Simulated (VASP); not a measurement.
The cell holds one CeO2 (fluorite) (111) slab, with vacuum along c, ions free to move until forces fall under 0.03 eV/Å, no reconstruction beyond this cell, dipole correction on. Ionisation potential and electron affinity count from the cell's own band edges, surface states included.

```yaml
crystal:
  lattice:
    - [3.84328, 0.00000, 0.00000]
    - [-1.92164, 3.32837, 0.00000]
    - [0.00000, 0.00000, 24.48396]
  atoms:
    - { symbol: O, position: [0.66667, 0.33333, 0.34183] }
    - { symbol: O, position: [0.33333, 0.66667, 0.46741] }
    - { symbol: O, position: [0.00000, 0.00000, 0.40508] }
    - { symbol: O, position: [0.00000, 0.00000, 0.59492] }
    - { symbol: O, position: [0.66667, 0.33333, 0.53259] }
    - { symbol: O, position: [0.33333, 0.66667, 0.65817] }
    - { symbol: Ce, position: [0.33333, 0.66667, 0.37275] }
    - { symbol: Ce, position: [0.00000, 0.00000, 0.50000] }
    - { symbol: Ce, position: [0.66667, 0.33333, 0.62725] }
```

Method: r2SCAN meta-GGA, VASP's PBE PAW potentials (set 64) (plane waves; VASP). Run with 450 eV cut-off, 6×6×1 Γ-centred mesh, Gaussian smearing of 0.050 eV, potentials O Ce.

Slab and bulk use different k-meshes, so the surface energy is good to a few per cent at best.

Q: Predict its surface energy, ionisation potential, electron affinity.

A: 
```yaml
surface_energy: 0.86 J/m²
ionisation_potential: 6.56 eV
electron_affinity: 4.43 eV
```

The cell is a thin slab with vacuum, built from CeO2 (fluorite): (111) face. The run is not spin-polarised, so no magnetic state was tried.
